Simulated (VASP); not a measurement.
All values below come from PBEsol GGA, VASP's PBE PAW potentials (set 64) (plane waves; VASP).

VASP input:

### POSCAR
```
PtS2
1
    1.7651877361    -3.0573949152     0.0000000000
    1.7651877361     3.0573949152     0.0000000000
    0.0000000000     0.0000000000     4.7710578050
Pt S
1 2
Direct
  0.0000000000   0.0000000000   1.0000000000
  0.3333330000   0.6666670000   0.2484506173
  0.6666670000   0.3333330000   0.7515493827
```

**KPOINTS**
```
Automatic mesh
0
Gamma
7 7 5
0 0 0
```

### INCAR
```
SYSTEM = PtS2
PREC = Accurate
ENCUT = 520
EDIFF = 1E-7
NELM = 100
ALGO = Normal
LREAL = .FALSE.
LASPH = .TRUE.
ISMEAR = 0
SIGMA = 0.05
GGA = PS
LMAXMIX = 6
LWAVE = .FALSE.
LCHARG = .FALSE.
ISIF = 4
IBRION = 2
NSW = 30
EDIFFG = -0.01
```

POTCAR, in this order: Pt S (PBE.64 set). Program: vasp_std.

Output of the run:

**OSZICAR**
```
       N       E                     dE             d eps       ncg     rms          rms(c)
DAV:   1     0.117587002539E+03    0.11759E+03   -0.10716E+04   968   0.132E+03
DAV:   2    -0.131149177568E+02   -0.13070E+03   -0.12778E+03  1226   0.252E+02
DAV:   3    -0.182696691118E+02   -0.51548E+01   -0.51270E+01  1198   0.540E+01
DAV:   4    -0.183249072778E+02   -0.55238E-01   -0.55224E-01  1240   0.616E+00
DAV:   5    -0.183258299030E+02   -0.92263E-03   -0.92261E-03  1254   0.751E-01    0.203E+01
DAV:   6    -0.172105290140E+02    0.11153E+01   -0.76507E+00   981   0.284E+01    0.128E+01
DAV:   7    -0.170069047193E+02    0.20362E+00   -0.12669E+00   974   0.126E+01    0.597E+00
DAV:   8    -0.169774556867E+02    0.29449E-01   -0.80248E-02  1128   0.223E+00    0.130E+00
DAV:   9    -0.169725226290E+02    0.49331E-02   -0.12704E-02  1107   0.127E+00    0.244E-01
DAV:  10    -0.169726288196E+02   -0.10619E-03   -0.16873E-03  1233   0.313E-01    0.938E-02
DAV:  11    -0.169726402287E+02   -0.11409E-04   -0.47838E-05  1198   0.632E-02    0.417E-02
DAV:  12    -0.169726391323E+02    0.10964E-05   -0.63627E-06  1219   0.265E-02    0.135E-02
DAV:  13    -0.169726393975E+02   -0.26528E-06   -0.18358E-06  1184   0.116E-02    0.398E-03
DAV:  14    -0.169726394474E+02   -0.49816E-07   -0.61614E-08   746   0.220E-03
   1 F= -.16972639E+02 E0= -.16972639E+02  d E =-.169726E+02
       N       E                     dE             d eps       ncg     rms          rms(c)
DAV:   1    -0.169890152912E+02   -0.16376E-01   -0.16531E+00   960   0.813E+00    0.934E-01
DAV:   2    -0.169899664223E+02   -0.95113E-03   -0.72523E-02  1135   0.214E+00    0.429E-01
DAV:   3    -0.169887322803E+02    0.12341E-02   -0.29091E-03  1385   0.438E-01    0.222E-01
DAV:   4    -0.169885223811E+02    0.20990E-03   -0.11849E-03  1109   0.233E-01    0.573E-02
DAV:   5    -0.169885174912E+02    0.48899E-05   -0.13851E-04  1044   0.878E-02    0.464E-02
DAV:   6    -0.169885161923E+02    0.12989E-05   -0.13975E-05  1177   0.274E-02    0.142E-02
DAV:   7    -0.169885162288E+02   -0.36566E-07   -0.50008E-07  1191   0.637E-03
   2 F= -.16988516E+02 E0= -.16988516E+02  d E =-.158768E-01
       N       E                     dE             d eps       ncg     rms          rms(c)
DAV:   1    -0.169929450280E+02   -0.44288E-02   -0.13914E+00   960   0.748E+00    0.838E-01
DAV:   2    -0.169940145982E+02   -0.10696E-02   -0.61227E-02  1177   0.195E+00    0.382E-01
DAV:   3    -0.169929859991E+02    0.10286E-02   -0.23390E-03  1389   0.392E-01    0.196E-01
DAV:   4    -0.169928085468E+02    0.17745E-03   -0.97583E-04  1118   0.212E-01    0.507E-02
DAV:   5    -0.169928049518E+02    0.35950E-05   -0.11603E-04  1023   0.800E-02    0.416E-02
DAV:   6    -0.169928038735E+02    0.10783E-05   -0.11325E-05  1191   0.253E-02    0.133E-02
DAV:   7    -0.169928038994E+02   -0.25930E-07   -0.42876E-07  1156   0.601E-03
   3 F= -.16992804E+02 E0= -.16992798E+02  d E =-.201645E-01
       N       E                     dE             d eps       ncg     rms          rms(c)
DAV:   1    -0.169928174135E+02   -0.13540E-04   -0.42068E-03   960   0.413E-01    0.474E-02
DAV:   2    -0.169928224894E+02   -0.50759E-05   -0.18500E-04  1177   0.107E-01    0.214E-02
DAV:   3    -0.169928196106E+02    0.28788E-05   -0.62757E-06  1374   0.206E-02    0.109E-02
DAV:   4    -0.169928190618E+02    0.54876E-06   -0.32600E-06  1101   0.123E-02    0.278E-03
DAV:   5    -0.169928190371E+02    0.24740E-07   -0.45442E-07  1030   0.482E-03
   4 F= -.16992819E+02 E0= -.16992814E+02  d E =-.201796E-01
       N       E                     dE             d eps       ncg     rms          rms(c)
DAV:   1    -0.169966458357E+02   -0.38268E-02   -0.15184E-01   967   0.287E+00    0.341E-01
DAV:   2    -0.169943874790E+02    0.22584E-02   -0.78347E-03  1072   0.751E-01    0.180E-01
DAV:   3    -0.169940092947E+02    0.37818E-03   -0.11278E-03  1177   0.300E-01    0.722E-02
DAV:   4    -0.169938994778E+02    0.10982E-03   -0.27669E-04  1107   0.125E-01    0.349E-02
DAV:   5    -0.169938939673E+02    0.55104E-05   -0.30598E-05  1170   0.409E-02    0.129E-02
DAV:   6    -0.169938942058E+02   -0.23848E-06   -0.27348E-06  1228   0.132E-02    0.581E-03
DAV:   7    -0.169938942850E+02   -0.79192E-07   -0.31429E-07   899   0.574E-03
   5 F= -.16993894E+02 E0= -.16993886E+02  d E =-.107525E-02
       N       E                     dE             d eps       ncg     rms          rms(c)
DAV:   1    -0.169951865646E+02   -0.12924E-02   -0.60617E-02   967   0.181E+00    0.216E-01
DAV:   2    -0.169942814309E+02    0.90513E-03   -0.31292E-03  1072   0.475E-01    0.114E-01
DAV:   3    -0.169941299349E+02    0.15150E-03   -0.45110E-04  1177   0.189E-01    0.457E-02
DAV:   4    -0.169940859491E+02    0.43986E-04   -0.11154E-04  1100   0.794E-02    0.222E-02
DAV:   5    -0.169940839131E+02    0.20360E-05   -0.12226E-05  1184   0.259E-02    0.812E-03
DAV:   6    -0.169940840255E+02   -0.11243E-06   -0.11028E-06  1207   0.835E-03    0.366E-03
DAV:   7    -0.169940840710E+02   -0.45448E-07   -0.12219E-07   592   0.364E-03
   6 F= -.16994084E+02 E0= -.16994073E+02  d E =-.126503E-02
```

File OUTCAR:
```
------------------------ aborting loop because EDIFF is reached ----------------------------------------
  FORCE on cell =-STRESS in cart. coord.  units (eV):
  Direction    XX          YY          ZZ          XY          YZ          ZX
  --------------------------------------------------------------------------------------
  Total        0.2165695      0.2165695      0.2168720      0.0000000      0.0000000      0.0000000
  in kB        6.7378422      6.7378425      6.7472536      0.0000000      0.0000000      0.0000000
  external PRESSURE =       6.7409795 kB  Pullay stress =       0.0000000 kB
  volume of cell :       51.50
      direct lattice vectors                 reciprocal lattice vectors
     1.783763988 -3.089569938 -0.000000000     0.280306141 -0.161834822  0.000000000
     1.783763988  3.089569938  0.000000000     0.280306141  0.161834822 -0.000000000
    -0.000000000  0.000000000  4.672202918     0.000000000 -0.000000000  0.214031800
 POSITION                                       TOTAL-FORCE (eV/Angst)
 -----------------------------------------------------------------------------------
      0.00000     -0.00000     -0.00000         0.000000     -0.000000     -0.000000
      1.78376      1.02986      1.19518         0.000000     -0.000000     -0.000731
      1.78376     -1.02986      3.47702        -0.000000      0.000000      0.000731
 -----------------------------------------------------------------------------------
    total drift:                                0.000000     -0.000000      0.000000
  FREE ENERGIE OF THE ION-ELECTRON SYSTEM (eV)
  ---------------------------------------------------
  free  energy   TOTEN  =       -16.9940840710 eV

  energy  without entropy=      -16.9940609566  energy(sigma->0) =      -16.99407251

 reached required accuracy - stopping structural energy minimisation
```
(Selected blocks of OUTCAR.)

### CONTCAR
```
PtS2
   1.00000000000000
     1.7837639879186433   -3.0895699381829007   -0.0000000000000000
     1.7837639879186433    3.0895699381829007    0.0000000000000000
    -0.0000000000000000    0.0000000000000000    4.6722029178922657
  Pt              S
     1     2
Direct
     0.0000000000000000    0.0000000000000000    0.0000000000000000
     0.3333330000000032    0.6666669999999968    0.2558074792415128
     0.6666669999999968    0.3333330000000032    0.7441925207584874
```

Without a dispersion term in the relaxation, distances and binding between the weakly bound layers, chains or molecules are unreliable, and so is what depends on them.

The compound is PtS2 in the 1T layered structure. This cell is one point of a volume scan, at 0.97 of the reference volume. Symmetry was kept, so distortions that lower it aren't found.
